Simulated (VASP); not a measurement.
Here is the system:

```
Al2Au
1.0
    0.00000     3.02822     3.02822
    3.02822     0.00000     3.02822
    3.02822     3.02822     0.00000
Al Au
2 1
Cartesian
  1.51411   1.51411   1.51411
  4.54233   4.54233   4.54233
  0.00000   0.00000   0.00000
```

Calculation: PBE GGA, VASP's PBE PAW potentials (set 64) (plane waves; VASP 6.6.1). Settings: 480 eV cut-off, 8×8×8 Γ-centred mesh, first-order Methfessel-Paxton smearing of 0.10 eV, potentials Al Au.

Unless said otherwise, spin-orbit coupling is left out, though it shifts the bands of the heavy elements here.

Task: Estimate the energy per atom (σ→0), band gap (on the k-mesh) with the smallest direct gap where there is one.

Result: 
The band gap (on the k-mesh) is none (metal, semimetal or under 0.01 eV) and the energy per atom (σ→0) is -4.009 eV/atom.

Total energies compare only between runs with the same potentials, cut-off and functional.

The compound is AuAl2 in the fluorite structure. It was relaxed first. The start is the result of an earlier pass. The electron count is odd and the run is not spin-polarised, which forces a metal.
